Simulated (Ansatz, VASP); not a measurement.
**Cross-check of HfTeSe between VASP and Ansatz**

Aim: how closely do two programs agree when they are given the same cell, functional and k mesh? The structure shown is the end of the VASP relaxation below.

Program: Ansatz 0.2.0. Level of theory: plane waves, with VASP 6.6.1 beside it; single point at PBEsol. Results are calculated unless marked as measured.

## 1. Set-up

The cell holds 3 atoms: 1 Te, 1 Hf and 1 Se. Cell: a = 3.884 Å, b = 3.884 Å, c = 18.271 Å, α = 90.0°, β = 90.0°, γ = 120.0°. It derives from HfTeSe. As first built, before any earlier steps moved the atoms (in the runner's words): kind sheets cut from a layered crystal; sheets 1. Vacuum lies along c.

Structure file:

```cif
data_structure
_symmetry_space_group_name_H-M 'P 1'
_symmetry_Int_Tables_number 1
_cell_length_a 3.8840
_cell_length_b 3.8840
_cell_length_c 18.2710
_cell_angle_alpha 90.000
_cell_angle_beta 90.000
_cell_angle_gamma 120.000
_cell_volume 238.70
loop_
_atom_site_label
_atom_site_type_symbol
_atom_site_fract_x
_atom_site_fract_y
_atom_site_fract_z
_atom_site_occupancy
Te1 Te 0.66667 0.33333 0.58914 1
Hf2 Hf 0.00000 0.00000 0.48944 1
Se3 Se 0.33333 0.66667 0.41129 1
```

## 2. VASP: relaxation, PBEsol

This run makes the geometry at which the two programs are then compared.

Lines of VASP's logs that name or quote its potential files are left out, and so is its time.

Contents of INCAR:

```
SYSTEM = HfTeSe
PREC = Normal
ENCUT = 300
EDIFF = 1E-05
NELM = 120
ISMEAR = 0
SIGMA = 0.05
LREAL = .FALSE.
ALGO = Fast
GGA = PS
NBANDS = 14
LORBIT = 11
LWAVE = .FALSE.
LCHARG = .FALSE.
KPAR = 2
IBRION = 2
NSW = 40
ISIF = 2
EDIFFG = -0.03
POTIM = 0.4
MAXMIX = 40
IDIPOL = 3
LDIPOL = .TRUE.
DIPOL = 0.5 0.5 0.497
```

Contents of POSCAR:

```
HfTeSe
1.0
    3.8840129110      0.0000000000      0.0000000000
   -1.9420064550      3.3636538490      0.0000000000
    0.0000000000      0.0000000000     18.2710317100
Te Hf Se
1 1 1
Direct
    0.6666666670      0.3333333330      0.5895141490
    0.0000000000      0.0000000000      0.4898660350
    0.3333333330      0.6666666670      0.4104858510
```

Contents of KPOINTS:

```
Automatic mesh
0
Gamma
9 9 1
0 0 0
```

PAW data sets: Te, Hf and Se (PBE family, release 64).

On the command line:

```
> mpirun -np 2 vasp_std
```

Numbers of over 12 decimals in the logs are rounded to 6 here.

Output:

```text
[banner, memory and clock lines left out]
running    2 mpi-ranks, on    1 nodes
 distrk:  each k-point on    1 cores,    2 groups
 distr:  one band on    1 cores,    1 groups

 POSCAR found type information on POSCAR TeHfSe
 POSCAR found :  3 types and       3 ions
|                                                                             |
|               ----> ADVICE to this user running VASP <----                  |
|                                                                             |
|     You enforced a specific xc type in the INCAR file but a different       |
|     [... a line on the potential file left out ...]
|     I HOPE YOU KNOW WHAT YOU ARE DOING!                                     |
|                                                                             |

 LDA part: xc-table for (Slater+PW92), standard interpolation
 POSCAR, INCAR and KPOINTS ok, starting setup
 FFT: planning ... GRIDC
 FFT: planning ... GRID_SOFT
 FFT: planning ... GRID
 WAVECAR not read
 entering main loop
       N       E                     dE             d eps       ncg     rms          rms(c)
DAV:   1     0.686570136744E+02    0.68657E+02   -0.36856E+03   336   0.521E+02
DAV:   2    -0.143060657933E+02   -0.82963E+02   -0.77879E+02   578   0.123E+02
DAV:   3    -0.220750735686E+02   -0.77690E+01   -0.76808E+01   468   0.425E+01
DAV:   4    -0.222748241754E+02   -0.19975E+00   -0.19865E+00   464   0.820E+00
DAV:   5    -0.222817506695E+02   -0.69265E-02   -0.69237E-02   498   0.147E+00    0.118E+01
RMM:   6    -0.211470782862E+02    0.11347E+01   -0.16763E+00   336   0.555E+00    0.634E+00
RMM:   7    -0.210406502849E+02    0.10643E+00   -0.10663E+00   336   0.446E+00    0.129E+00
RMM:   8    -0.210008051152E+02    0.39845E-01   -0.10649E-01   336   0.167E+00    0.575E-01
RMM:   9    -0.209995493584E+02    0.12558E-02   -0.19405E-02   348   0.736E-01    0.235E-01
RMM:  10    -0.209995752511E+02   -0.25893E-04   -0.38186E-03   363   0.308E-01    0.880E-02
RMM:  11    -0.209993717284E+02    0.20352E-03   -0.10770E-03   346   0.159E-01    0.476E-02
RMM:  12    -0.209993710500E+02    0.67840E-06   -0.60222E-04   345   0.105E-01    0.224E-02
RMM:  13    -0.209995077697E+02   -0.13672E-03   -0.16911E-04   329   0.553E-02    0.206E-02
RMM:  14    -0.209995972170E+02   -0.89447E-04   -0.14387E-04   337   0.540E-02    0.234E-02
RMM:  15    -0.209996200908E+02   -0.22874E-04   -0.30303E-05   279   0.265E-02    0.547E-03
RMM:  16    -0.209996652137E+02   -0.45123E-04   -0.15810E-05   248   0.173E-02    0.326E-03
RMM:  17    -0.209996937838E+02   -0.28570E-04   -0.81503E-06   240   0.115E-02    0.249E-03
RMM:  18    -0.209997209150E+02   -0.27131E-04   -0.31696E-06   223   0.749E-03    0.244E-03
RMM:  19    -0.209997459970E+02   -0.25082E-04   -0.15511E-06   203   0.563E-03    0.927E-04
RMM:  20    -0.209997568308E+02   -0.10834E-04   -0.45328E-07   156   0.425E-03    0.616E-04
RMM:  21    -0.209997630811E+02   -0.62503E-05   -0.73485E-07   157   0.447E-03
   1 F= -.20999763E+02 E0= -.20998662E+02  d E =-.209998E+02
[...]
2 F= -.21001248E+02 E0= -.21000149E+02  d E =-.148474E-02
[...]
3 F= -.21001666E+02 E0= -.21000567E+02  d E =-.190274E-02
 curvature:  -0.90 expect dE=-0.261E-03 dE for cont linesearch -0.117E-06
 trial: gam= 0.13215 g(F)=  0.289E-03 g(S)=  0.000E+00 ort = 0.163E-04 (trialstep = 0.116E+01)
 search vector abs. value=  0.329E-03
 bond charge predicted
       N       E                     dE             d eps       ncg     rms          rms(c)
DAV:   1    -0.210018762620E+02   -0.21101E-03   -0.10389E-02   408   0.545E-01    0.546E-02
RMM:   2    -0.210019150563E+02   -0.38794E-04   -0.37306E-04   335   0.113E-01    0.485E-02
RMM:   3    -0.210019044437E+02    0.10613E-04   -0.52605E-05   315   0.443E-02    0.213E-02
RMM:   4    -0.210019142724E+02   -0.98287E-05   -0.16682E-05   249   0.243E-02
   4 F= -.21001914E+02 E0= -.21000805E+02  d E =-.248450E-03
 trial-energy change:   -0.000248  1 .order   -0.000237   -0.000338   -0.000136
 step:   1.9421(harm=  1.9421)  dis= 0.00324  next Energy=   -21.001948 (dE=-0.282E-03)
 reached required accuracy - stopping structural energy minimisation
```

OUTCAR, selected parts (step 2):

```text
ion  position               nearest neighbor table
   1  0.667  0.333  0.590-   2 2.89   2 2.89   2 2.89
   2  0.000  0.000  0.490-   3 2.67   3 2.67   3 2.67   1 2.89   1 2.89   1 2.89
   3  0.333  0.667  0.410-   2 2.67   2 2.67   2 2.67

  LATTYP: Found a hexagonal cell.
 ALAT       =     3.8840129110
 C/A-ratio  =     4.7041634847

 Subroutine GETGRP returns: Found  6 space group operations
 (whereof  6 operations were pure point group operations)

The static configuration has the point symmetry C_3v.

 Found     12 irreducible k-points:

   k-points           NKPTS =     12   k-points in BZ     NKDIM =     12   number of bands    NBANDS=     14

   dimension x,y,z NGX =    16 NGY =   16 NGZ =   80
   dimension x,y,z NGXF=    32 NGYF=   32 NGZF=  160

   ENCUT  =  300.0 eV  22.05 Ry    4.70 a.u.   5.49  5.49 25.80*2*pi/ulx,y,z

   NELECT =      16.0000    total number of electrons

 k-points in reciprocal lattice and weights: Automatic mesh
   0.00000000  0.00000000  0.00000000       0.012
   0.11111111  0.00000000  0.00000000       0.074
   0.22222222  0.00000000  0.00000000       0.074
   0.33333333 -0.00000000  0.00000000       0.074
   0.44444444  0.00000000  0.00000000       0.074
   0.11111111  0.11111111  0.00000000       0.074
   0.22222222  0.11111111  0.00000000       0.148
   0.33333333  0.11111111  0.00000000       0.148
   0.44444444  0.11111111  0.00000000       0.074
   0.22222222  0.22222222  0.00000000       0.074
   0.33333333  0.22222222  0.00000000       0.148
   0.33333333  0.33333333  0.00000000       0.025

 dipolmoment           0.000000      0.000000      0.003328 electrons x Angstroem

 average (electrostatic) potential at core
       1 -95.2340       2 -43.6648       3 -59.6975

 E-fermi :  -1.4800

 k-point     1 :       0.0000    0.0000    0.0000
  band No.  band energies     occupation
    ...
      2     -12.9546      2.00000
      3      -6.3084      2.00000
      4      -4.5927      2.00000
      5      -4.5927      2.00000
      6      -3.1888      2.00000
      7      -1.4530      0.44502
      8      -1.4530      0.44489
      9      -0.7594      0.00000
     10      -0.7593      0.00000
     11      -0.2422      0.00000
    ...

 k-point     2 :       0.1111    0.0000    0.0000
  band No.  band energies     occupation
    ...
      4      -4.9344      2.00000
      5      -4.5534      2.00000
      6      -2.9557      2.00000
      7      -2.5387      2.00000
      8      -1.9514      2.00000
      9      -0.7339      0.00000
     10      -0.2289      0.00000
     11       0.1641      0.00000
     12       1.8946      0.00000
     13       2.5790      0.00000
    ...

 k-point     3 :       0.2222    0.0000    0.0000
  band No.  band energies     occupation
    ...
      4      -5.3861      2.00000
      5      -4.4862      2.00000
      6      -4.0602      2.00000
      7      -2.7516      2.00000
      8      -2.4828      2.00000
      9      -1.0491      0.00000
     10       0.3356      0.00000
     11       0.5132      0.00000
     12       1.7609      0.00000
     13       2.6407      0.00000
    ...

  Total       -1.4397730     -1.4397730     -0.0881398     -0.0000000      0.0000000      0.0000000
  in kB       -9.6638365     -9.6638365     -0.5915989     -0.0000000      0.0000000      0.0000000
  external PRESSURE =      -6.6397573 kB  Pullay stress =       0.0000000 kB

  energy-cutoff  :      300.00
  volume of cell :      238.70
      direct lattice vectors                 reciprocal lattice vectors
     3.884012911  0.000000000  0.000000000     0.257465673  0.148647876  0.000000000
    -1.942006455  3.363653849  0.000000000     0.000000000  0.297295752  0.000000000
     0.000000000  0.000000000 18.271031710     0.000000000  0.000000000  0.054731447

 POSITION                                       TOTAL-FORCE (eV/Angst)
 -----------------------------------------------------------------------------------
      1.94201      1.12122     10.76414        -0.000000     -0.000000     -0.027526
     -1.94201      3.36365      8.94258        -0.000000      0.000000      0.020170
     -0.00000      2.24244      7.51468         0.000000      0.000000      0.007356
 -----------------------------------------------------------------------------------
    total drift:                                0.000007      0.000004     -0.002624

  FREE ENERGIE OF THE ION-ELECTRON SYSTEM (eV)
  ---------------------------------------------------
  free  energy   TOTEN  =       -21.0019142724 eV

  energy  without entropy=      -20.9996964531  energy(sigma->0) =      -21.00080536

 reached required accuracy - stopping structural energy minimisation

 vacuum level on the upper side and lower side of the slab         3.172         3.025

 total charge
# of ion       s       p       d       tot
------------------------------------------
    1        1.377   2.039   0.031   3.447
    2        0.466   0.540   1.913   2.919
    3        1.457   2.413   0.028   3.898
--------------------------------------------------
tot          3.300   4.992   1.972  10.264

[... 3 further parts left out ...]
```

CONTCAR:

```
HfTeSe
   1.00000000000000
     3.8840129110000001    0.0000000000000000    0.0000000000000000
    -1.9420064550000000    3.3636538489999999    0.0000000000000000
     0.0000000000000000    0.0000000000000000   18.2710317099999990
  Te              Hf              Se
     1     1     1
Direct
     0.6666666670000012    0.3333333329999988    0.5891367094709972
     0.0000000000000000    1.0000000000000000    0.4894401753725875
     0.3333333329999988    0.6666666670000012    0.4112891501564139
```

The data set Hf keeps the semicore shell frozen, which is cheaper and a little less accurate. The run keeps the 6 symmetry operations of its start, so it cannot find a distortion of lower symmetry.

(Continued in part 2 of 2.)

[Lines on the potential files, build, host, timing and source positions are cut from VASP's logs without a mark.]

[Logs are printed without paths, hosts, clocks, repeated set-up lines and the standing remarks that a program may print on its own settings, such as how far it seeks lower states.]

[Hosts, paths, dates, database ids (printed as entryN), source tags and the programs' standing remarks are cut or masked in the printed files.]
